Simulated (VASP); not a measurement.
Here is a VASP 6.6.1 calculation.

Contents of INCAR:

```
SYSTEM = BaMgAsF
PREC     = Accurate       ! precision mode
ENCUT    = 600            ! plane-wave cutoff, eV
EDIFF    = 1E-6           ! SCF threshold, eV
ISMEAR   = 0              ! smearing method
SIGMA    = 0.03           ! smearing width, eV
LREAL    = .FALSE.        ! projectors in reciprocal space
LASPH    = .TRUE.         ! aspherical terms in the spheres
NELM     = 80             ! most SCF steps
ALGO     = Normal         ! electronic algorithm
ISIF     = 3              ! what is computed and relaxed
LWAVE    = .FALSE.        ! write WAVECAR
LCHARG   = .FALSE.        ! write CHGCAR
METAGGA  = R2SCAN         ! meta-GGA
LMIXTAU  = .TRUE.       
IBRION   = 2              ! ionic algorithm
NSW      = 90             ! ionic steps
EDIFFG   = -0.01          ! ionic threshold
KPAR     = 2
```

Contents of KPOINTS:

```
regular mesh
0
G
  6 6 4
  0 0 0
```

Contents of POSCAR:

```
BaMgAsF
1.0
    4.3855000000      0.0000000000      0.0000000000
    0.0000000000      4.3855000000      0.0000000000
    0.0000000000      0.0000000000      9.5918000000
Ba As Mg F
2 2 2 2
Direct
    0.5000000000      0.0000000000      0.1547000000
    0.0000000000      0.5000000000      0.8453000000
    0.5000000000      0.0000000000      0.6610000000
    0.0000000000      0.5000000000      0.3390000000
    0.5000000000      0.5000000000      0.5000000000
    0.0000000000      0.0000000000      0.5000000000
    0.5000000000      0.5000000000      0.0000000000
    0.0000000000      0.0000000000      0.0000000000
```

Potentials or basis: VASP PAW PBE potentials, release 64 (Ba_sv, As, Mg, F).

The run is started by

```bash
$ cat potpaw_PBE.64/Ba_sv/POTCAR potpaw_PBE.64/As/POTCAR potpaw_PBE.64/Mg/POTCAR potpaw_PBE.64/F/POTCAR > POTCAR
$ mpirun -np 2 vasp_std > vasp.out
```

Estimate the relaxed cell.

a = 4.406 Å, b = 4.406 Å, c = 9.643 Å, α = 90.00°, β = 90.00°, γ = 90.00°.

What does it give for the band gap on the k mesh?

1.95 eV, direct.

Predict the space group after relaxing (to 0.05 Å).

P4/nmm (No. 129).

Forces on the atoms (eV/Å):
```
Ba   0.000  0.000  0.007
Ba   0.000  0.000 -0.007
As   0.000  0.000  0.001
As   0.000  0.000 -0.001
Mg   0.000  0.000  0.000
Mg   0.000  0.000  0.000
F    0.000  0.000  0.000
F    0.000  0.000  0.000
```

Caveat: the PAW data sets were made with another functional, which shifts forces and pressure a little; spin-orbit coupling is left out, which moves the levels of the heavy elements. r2SCAN opens gaps a little over a GGA but as a rule still falls short of measured ones.
